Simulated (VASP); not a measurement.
Method: r2SCAN+rVV10, VASP's PBE PAW potentials (set 64) (plane waves; VASP).

A VASP calculation is set up with these files.

**POSCAR**
```
Hf
1.0
 -1.8050000000   1.8050000000   1.8050000000
  1.8050000000  -1.8050000000   1.8050000000
  1.8050000000   1.8050000000  -1.8050000000
Hf
1
Cartesian
  0.0000000000   0.0000000000   0.0000000000
```

### INCAR
```
CPARAM = 0.0093
EDIFFG = -0.01
ALGO = Normal   # blocked Davidson
IBRION = 2
SYSTEM = Hf
LWAVE = F
METAGGA = R2SCAN
LUSE_VDW = T
ISIF = 3   # ions, shape and volume
SIGMA = 0.1
EDIFF = 1E-6
PREC = Accurate
LMAXMIX = 6   # l cut-off of mixed one-centre charges
LCHARG = F
ISMEAR = 1
BPARAM = 11.95
LREAL = F   # projection in real space or not
ENCUT = 400
LMIXTAU = T
NSW = 60
NELM = 100   # most electronic steps
LASPH = T   # aspherical one-centre terms
```

File KPOINTS:
```
Automatic mesh
0
gamma
 13 13 13
0 0 0
```

POTCAR, in this order: Hf_pv (PBE.64 set). Program: vasp_std.

Energy and stress use the plane-wave basis of the starting cell. Unless said otherwise, spin-orbit coupling is left out, though it shifts the bands of the heavy elements here.

### Question
Predict the energy per atom (σ→0), volume per atom, band gap (on the k-mesh).

### Answer

- energy per atom (σ→0) = -44.764 eV/atom
- band gap (on the k-mesh) = none (metal, semimetal or under 0.01 eV)
- volume per atom = 21.92 Å³/atom

**OSZICAR**
```
...
DAV:   6    -0.447635169498E+02   -0.12406E-02   -0.26806E-03  1532   0.576E-01    0.849E-02
DAV:   7    -0.447642357185E+02   -0.71877E-03   -0.64575E-04  1521   0.303E-01    0.271E-02
DAV:   8    -0.447642725785E+02   -0.36860E-04   -0.65854E-05  1550   0.805E-02    0.388E-03
DAV:   9    -0.447642741560E+02   -0.15775E-05   -0.13679E-06  1686   0.130E-02    0.215E-03
DAV:  10    -0.447642758453E+02   -0.16893E-05   -0.64989E-08   767   0.353E-03    0.729E-04
DAV:  11    -0.447642736240E+02    0.22213E-05   -0.14141E-07   759   0.545E-03    0.377E-04
DAV:  12    -0.447642745393E+02   -0.91527E-06   -0.21017E-08   759   0.190E-03
   3 F= -.44764275E+02 E0= -.44763820E+02  d E =-.364298E-01
```

The structure comes from a measured Hf entry (Im-3m) of the Crystallography Open Database, whose conditions weren't checked. This run relaxes it. Symmetry was kept, so distortions that lower it aren't found.
